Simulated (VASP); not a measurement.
```
CELL_PARAMETERS angstrom
      4.40649     0.00000     0.00000
      0.00000     4.40649     0.00000
      0.00000     0.00000     4.40649
ATOMIC_POSITIONS crystal
  Al 0.50000 0.50000 0.00000
  Al 0.00000 0.50000 0.50000
  Al 0.50000 0.00000 0.50000
  Ga 0.00000 0.00000 0.00000
  N  0.74479 0.74479 0.25521
  N  0.74479 0.25521 0.74479
  N  0.25521 0.25521 0.25521
  N  0.25521 0.74479 0.74479
```

Computed with PBEsol GGA, VASP's PBE PAW potentials (set 64) (plane waves; VASP 6.6.1). Numerical set-up: 520 eV cut-off, 7×7×7 Γ-centred mesh, Gaussian smearing of 0.010 eV, potentials Al Ga_d N.

Task: Give the direction-averaged independent-particle dielectric function (no local fields, no excitons; a broadening of 0.1 eV leaves a tail below the gap, and fine structure carries the noise of the k-mesh).

Result: 
| ħω (eV) | ε₁ | ε₂ |
|---|---|---|
| 0.00 | 5.07 | 0.00 |
| 0.40 | 5.08 | 0.01 |
| 0.90 | 5.13 | 0.01 |
| 1.40 | 5.22 | 0.02 |
| 1.90 | 5.36 | 0.03 |
| 2.40 | 5.58 | 0.05 |
| 2.90 | 5.91 | 0.09 |
| 3.40 | 6.39 | 0.56 |
| 3.90 | 7.12 | 0.64 |
| 4.40 | 6.67 | 1.68 |
| 4.90 | 7.08 | 1.28 |
| 5.40 | 8.66 | 3.67 |
| 5.90 | 9.39 | 5.66 |
| 6.40 | 8.85 | 5.75 |
| 6.90 | 3.22 | 8.19 |
| 7.40 | 3.01 | 7.20 |
| 7.80 | 2.39 | 6.38 |
| 8.30 | -0.66 | 5.22 |
| 8.80 | 2.02 | 3.12 |
| 9.30 | 4.09 | 5.28 |
| 9.80 | 0.48 | 6.50 |
| 10.30 | 0.94 | 4.62 |
| 10.80 | 1.77 | 4.34 |
| 11.30 | 0.44 | 5.58 |
| 11.80 | 0.87 | 5.47 |
| 12.30 | -1.62 | 6.41 |
| 12.80 | -2.40 | 4.07 |
| 13.30 | -2.38 | 3.05 |
| 13.80 | -1.95 | 2.64 |
| 14.30 | -1.64 | 2.13 |
| 14.80 | -1.86 | 1.86 |
| 15.30 | -1.54 | 1.60 |
ε₂ peaks at 6.1 eV (height 7.1), 6.8 eV (height 9.6), 8.1 eV (height 7.6), 9.5 eV (height 7.2), 12.2 eV (height 6.5); ε₁(0) averages 5.07, so the electronic refractive index below the gap tends to √5.07 = 2.25.

The structure comes from a computed database's Al3GaN4 entry (P-43m); how it stands against other phases isn't given here. It was relaxed first.
